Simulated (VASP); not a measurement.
```
Cs
1.0
   -3.13378     3.13378     3.13378
    3.13378    -3.13378     3.13378
    3.13378     3.13378    -3.13378
Cs
1
Direct
  0.00000   0.00000   0.00000
```

Level of theory: r2SCAN meta-GGA, VASP's PBE PAW potentials (set 64) (plane waves; VASP 6.6.1). Run with PREC = Normal, EDIFF = 1E-5, 400 eV cut-off, 9×9×9 Γ-centred mesh, first-order Methfessel-Paxton smearing of 0.10 eV, potentials Cs_sv.

Unless said otherwise, spin-orbit coupling is left out, though it shifts the bands of the heavy elements here.

Predict the energy per atom (σ→0), band gap (on the k-mesh) with the smallest direct gap where there is one.

* **band gap (on the k-mesh)**: none (metal, semimetal or under 0.01 eV)
* **energy per atom (σ→0)**: -2413.9 kJ/mol-atom

Only differences to runs with the same potentials and settings are physical.

The compound is Cs in the bcc structure. It was relaxed first, which changed the volume by +8 %.
